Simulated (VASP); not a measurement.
Method: PBEsol GGA, VASP's PBE PAW potentials (set 64) (plane waves; VASP).

A VASP calculation is set up with these files.

File KPOINTS:
```
k-points along high-symmetry lines
15
Line-mode
Reciprocal
  0.000000   0.000000   0.000000 ! GAMMA
 -0.500000  -0.500000   0.000000 ! X

 -0.500000  -0.500000   0.000000 ! X
 -0.375000  -0.375000   0.250000 ! U

 -0.375000  -0.000000   0.375000 ! K
  0.000000   0.000000   0.000000 ! GAMMA

  0.000000   0.000000   0.000000 ! GAMMA
  0.000000   0.000000   0.500000 ! L

  0.000000   0.000000   0.500000 ! L
 -0.500000  -0.250000   0.250000 ! W

 -0.500000  -0.250000   0.250000 ! W
 -0.500000  -0.500000   0.000000 ! X
```

**INCAR**
```
# general
SYSTEM  = HfC
PREC    = Accurate
ENCUT   = 520
LREAL   = .False.
LASPH   = .True.
ICHARG  = 11

# electronic loop
EDIFF   = 1E-7
NELM    = 100
ALGO    = Normal
LMAXMIX = 6

# smearing
ISMEAR  = 0
SIGMA   = 0.05

# functional
GGA     = PS

# output
LWAVE   = .False.
LCHARG  = .False.
LORBIT  = 11
```

### POSCAR
```
HfC
4.9934170
  0.0000000000   0.5000000106   0.5000000106
  0.5000000106   0.0000000000   0.5000000106
  0.5000000106   0.5000000106   0.0000000000
Hf C
1 1
Cartesian
  0.0000000000   0.0000000000   0.0000000000
  0.2500000053   0.2500000053   0.2500000053
```

POTCAR, in this order: Hf_pv C (PBE.64 set). Program: vasp_std. Read from the step before: CHGCAR.

Output of the run:

OUTCAR:
```
 ion  position               nearest neighbor table
   1  0.000  0.000  0.000-   2 2.16   2 2.16   2 2.16   2 2.16
   2  0.250  0.250  0.250-   1 2.16   1 2.16   1 2.16   1 2.16
  LATTYP: Found a face centered cubic cell.
 ALAT       =     4.9934171062
 Subroutine PRICEL returns:
 Original cell was already a primitive cell.
 Subroutine GETGRP returns: Found 24 space group operations
The static configuration has the point symmetry T_d .
The dynamic configuration has the point symmetry T_d .
 Subroutine INISYM returns: Found 24 space group operations
   k-points           NKPTS =     90   k-points in BZ     NKDIM =     90   number of bands    NBANDS=     11
   number of dos      NEDOS =    301   number of ions     NIONS =      2
   total plane-waves  NPLWV =  21952
   dimension x,y,z NGX =    28 NGY =   28 NGZ =   28
   dimension x,y,z NGXF=    56 NGYF=   56 NGZF=   56
   ions per type =               1   1
   PREC   = accura    normal or accurate (medium, high low for compatibility)
   ISTART =      0    job   : 0-new  1-cont  2-samecut
   ICHARG =     11    charge: 1-file 2-atom 10-const
   ISPIN  =      1    spin polarized calculation?
   LNONCOLLINEAR =      F non collinear calculations
   LSORBIT =      F    spin-orbit coupling
   INIWAV =      1    electr: 0-lowe 1-rand  2-diag
   ENCUT  =  520.0 eV  38.22 Ry    6.18 a.u.   6.57  6.57  6.57*2*pi/ulx,y,z
...
```

### OSZICAR
```
       N       E                     dE             d eps       ncg     rms          rms(c)
DAV:   1     0.247936094252E+02    0.24794E+02   -0.77233E+03  1988   0.118E+03
DAV:   2    -0.183819724739E+02   -0.43176E+02   -0.40961E+02  2700   0.208E+02
DAV:   3    -0.201376606166E+02   -0.17557E+01   -0.17199E+01  2438   0.310E+01
DAV:   4    -0.201669110342E+02   -0.29250E-01   -0.29213E-01  2475   0.424E+00
DAV:   5    -0.201676774123E+02   -0.76638E-03   -0.76625E-03  2719   0.512E-01
DAV:   6    -0.201676948425E+02   -0.17430E-04   -0.17430E-04  2606   0.622E-02
DAV:   7    -0.201676953369E+02   -0.49436E-06   -0.49446E-06  2644   0.770E-03
DAV:   8    -0.201676953564E+02   -0.19476E-07   -0.19142E-07  1937   0.117E-03
   1 F= -.20167695E+02 E0= -.20167653E+02  d E =-.844880E-04
```

OUTCAR:
```
 val. band max:        3.7437075382   @ k =  -0.5000  -0.2500   0.2500

 cond. band min:       3.9298016804   @ k =  -0.5000  -0.2500   0.2500



 k-point     1 :       0.0000    0.0000    0.0000
  band No.  band energies     occupation
      1     -25.7746      2.00000
      2     -25.7746      2.00000
      3     -25.7746      2.00000
      4      -7.0183      2.00000
      5       1.3641      2.00000
      6       1.3641      2.00000
      7       1.3641      2.00000
      8       7.0558      0.00000
      9       7.3498      0.00000
     10       7.3498      0.00000
     11      13.0166      0.00000

 k-point     2 :      -0.0357   -0.0357    0.0000
  band No.  band energies     occupation
      1     -25.7793      2.00000
      2     -25.7763      2.00000
      3     -25.7763      2.00000
      4      -6.9889      2.00000
      5       1.3116      2.00000
      6       1.3833      2.00000
      7       1.3833      2.00000
      8       7.1434      0.00000
      9       7.2784      0.00000
     10       7.3673      0.00000
     11      13.0305      0.00000

 k-point     3 :      -0.0714   -0.0714    0.0000
  band No.  band energies     occupation
      1     -25.7931      2.00000
      2     -25.7812      2.00000
      3     -25.7812      2.00000
      4      -6.9017      2.00000
      5       1.1655      2.00000
      6       1.4405      2.00000
      7       1.4405      2.00000
      8       7.0468      0.00000
      9       7.4193      0.00000
     10       7.4233      0.00000
     11      13.0852      0.00000

 k-point     4 :      -0.1071   -0.1071    0.0000
  band No.  band energies     occupation
      1     -25.8151      2.00000
      2     -25.7892      2.00000
      3     -25.7892      2.00000
      4      -6.7603      2.00000
      5       0.9536      2.00000
      6       1.5353      2.00000
      7       1.5353      2.00000
      8       6.7202      0.00000
      9       7.5044      0.00000
     10       7.8311      0.00000
...
```

The density is held fixed in this step, so its total energy and stress have no physical meaning. Unless said otherwise, spin-orbit coupling is left out, though it shifts the bands of the heavy elements here.

The structure was generated: HfC was put into the zinc blende type (F-43m), which need not be its known phase. It was relaxed first, which changed the volume by -36 %.
